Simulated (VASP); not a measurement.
An input for Quantum ESPRESSO's pw.x (written as the equivalent of a VASP run, and not itself run):

```
&CONTROL
  calculation = 'vc-relax'
  pseudo_dir = './pseudo'
  outdir = './out'
  tprnfor = .true.
  tstress = .true.
  nstep = 60
  forc_conv_thr = 0.00039
/
&SYSTEM
  ibrav = 0
  nat = 2
  ntyp = 2
  ecutwfc = 84
  occupations = 'smearing'
  smearing = 'methfessel-paxton'
  degauss = 0.00735
  input_dft = 'pbesol'
/
&ELECTRONS
  conv_thr = 7.3e-08
  electron_maxstep = 100
/
&IONS
/
&CELL
/
ATOMIC_SPECIES
  Ga 69.723 Ga.upf
  As 74.922 As.upf
CELL_PARAMETERS angstrom
     3.3012626    0.0000000    0.0000000
     0.0000000    3.3012626    0.0000000
    -0.0000000   -0.0000000    3.3012626
ATOMIC_POSITIONS crystal
  Ga   0.0000000  0.0000000  1.0000000
  As   0.5000000  0.5000000  0.5000000
K_POINTS automatic
  10 10 10 0 0 0
```

**Question.** Translate this input to VASP (INCAR, KPOINTS, POSCAR, choice of POTCAR).

**Answer.** This is not unique; one that fits is 
### POSCAR
```
GaAs
1
    3.3012626398     0.0000000000     0.0000000000
    0.0000000000     3.3012626398     0.0000000000
   -0.0000000000    -0.0000000000     3.3012626398
Ga As
1 1
Direct
  0.0000000000   0.0000000000   1.0000000000
  0.5000000000   0.5000000000   0.5000000000
```

### KPOINTS
```
Automatic mesh
0
Gamma
10 10 10
0 0 0
```

INCAR:
```
ALGO  =  Normal
EDIFF  =  1E-6
EDIFFG  =  -0.01
ENCUT  =  400
GGA  =  PS
IBRION  =  2
ISIF  =  3
ISMEAR  =  1
LASPH  =  .True.
LCHARG  =  .False.
LMAXMIX  =  4
LREAL  =  .False.
LWAVE  =  .False.
NELM  =  100
NSW  =  60
PREC  =  Accurate
SIGMA  =  0.1
SYSTEM  =  GaAs
```

POTCAR, in this order: Ga_d As (PBE.64 set). Program: vasp_std.

The two are equivalent in intent, not identical: the potentials are each code's own (VASP's PAW set, PseudoDojo norm-conserving files in pw.x), so ENCUT and ecutwfc are chosen apart and not converted; conv_thr bounds pw.x's estimated SCF error, while EDIFF bounds the energy change between steps; forc_conv_thr acts on force components and is met together with etot_conv_thr.

The structure was generated: GaAs was put into the CsCl type type (Pm-3m), which need not be its known phase. This run relaxes it. Symmetry was kept, so distortions that lower it aren't found. The start is the result of an earlier pass.
